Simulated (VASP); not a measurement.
Output of a VASP run:

File OSZICAR:
```
       N       E                     dE             d eps       ncg     rms          rms(c)
DAV:   1     0.637411065198E+03    0.63741E+03   -0.24167E+04  1304   0.173E+03
DAV:   2     0.496591127879E+02   -0.58775E+03   -0.57962E+03  1328   0.623E+02
DAV:   3    -0.219525833599E+02   -0.71612E+02   -0.69853E+02  1880   0.185E+02
DAV:   4    -0.298014572362E+02   -0.78489E+01   -0.77696E+01  1928   0.508E+01
DAV:   5    -0.301961345751E+02   -0.39468E+00   -0.39187E+00  2360   0.107E+01    0.999E+00
DAV:   6    -0.289864211440E+02    0.12097E+01   -0.47777E+00  1752   0.135E+01    0.338E+00
DAV:   7    -0.288907164748E+02    0.95705E-01   -0.13923E+00  2096   0.740E+00    0.217E+00
DAV:   8    -0.288398410207E+02    0.50875E-01   -0.48694E-01  2088   0.388E+00    0.135E+00
DAV:   9    -0.288369627522E+02    0.28783E-02   -0.74843E-02  1896   0.193E+00    0.325E-01
DAV:  10    -0.288366277205E+02    0.33503E-03   -0.88185E-03  1848   0.863E-01    0.122E-01
DAV:  11    -0.288368053433E+02   -0.17762E-03   -0.95515E-04  2056   0.254E-01    0.262E-02
DAV:  12    -0.288367927762E+02    0.12567E-04   -0.11359E-04  2048   0.835E-02    0.884E-03
DAV:  13    -0.288367925322E+02    0.24395E-06   -0.13709E-05  1856   0.276E-02    0.269E-03
DAV:  14    -0.288367923342E+02    0.19800E-06   -0.13385E-06  1184   0.766E-03
   1 F= -.28836792E+02 E0= -.28829860E+02  d E =-.138647E-01
```

OUTCAR:
```
------------------------ aborting loop because EDIFF is reached ----------------------------------------
  FORCE on cell =-STRESS in cart. coord.  units (eV):
  Direction    XX          YY          ZZ          XY          YZ          ZX
  --------------------------------------------------------------------------------------
  Total       -4.5952866     -4.5952866     -4.5952866     -0.0000000      0.0000000     -0.0000000
  in kB      -82.3420351    -82.3420351    -82.3420351     -0.0000000      0.0000000     -0.0000000
  external PRESSURE =     -82.3420351 kB  Pullay stress =       0.0000000 kB
  volume of cell :       89.41
      direct lattice vectors                 reciprocal lattice vectors
     0.000000000  3.549146000  3.549146000    -0.140878961  0.140878961  0.140878961
     3.549146000  0.000000000  3.549146000     0.140878961 -0.140878961  0.140878961
     3.549146000  3.549146000  0.000000000     0.140878961  0.140878961 -0.140878961
 POSITION                                       TOTAL-FORCE (eV/Angst)
 -----------------------------------------------------------------------------------
      0.00000      0.00000      0.00000        -0.000000      0.000000     -0.000000
      3.54915      3.54915      3.54915        -0.000000      0.000000     -0.000000
      1.77457      1.77457      1.77457         0.000000      0.000000      0.000000
      5.32372      5.32372      5.32372         0.000000     -0.000000     -0.000000
 -----------------------------------------------------------------------------------
    total drift:                                0.000000      0.000000      0.000000
  FREE ENERGIE OF THE ION-ELECTRON SYSTEM (eV)
  ---------------------------------------------------
  free  energy   TOTEN  =       -28.8367923342 eV

  energy  without entropy=      -28.8229276826  energy(sigma->0) =      -28.82986001
```
(Selected blocks of OUTCAR.)

POSCAR:
```
Nb3Sn
1
    0.0000000000     3.5491460000     3.5491460000
    3.5491460000     0.0000000000     3.5491460000
    3.5491460000     3.5491460000     0.0000000000
Sn Nb
1 3
Direct
  0.0000000000   0.0000000000   0.0000000000
  0.5000000000   0.5000000000   0.5000000000
  0.2500000000   0.2500000000   0.2500000000
  0.7500000000   0.7500000000   0.7500000000
```

Q: Reconstruct the remaining input files.

A: Several could match; the one computed here: the input of the run itself, PBE GGA, plane waves, VASP's PBE PAW potentials (set 64).

### INCAR
```
ALGO=Normal
EDIFF=1E-6
ENCUT=400
GGA=PE
ISIF=2
ISMEAR=0
LASPH=.True.
LCHARG=.False.
LMAXMIX=4
LREAL=.False.
LWAVE=.False.
NELECT=53.5
NELM=100
PREC=Accurate
SIGMA=0.05
SYSTEM=Nb3Sn
```

### KPOINTS
```
kpoints
0
gamma
  7 7 7
0 0 0
```

POTCAR, in this order: Sn_d Nb_sv (PBE.64 set). Program: vasp_std.

The cell is charged, with a uniform compensating background.

The structure was generated: Nb3Sn was put into the D03 type (Fm-3m), which need not be its known phase. The cell was not relaxed at this level. The run is one of a series of settings (ISMEAR = 0, NELECT = 53.5, SIGMA = 0.05 against the base run), some of them coarse on purpose.
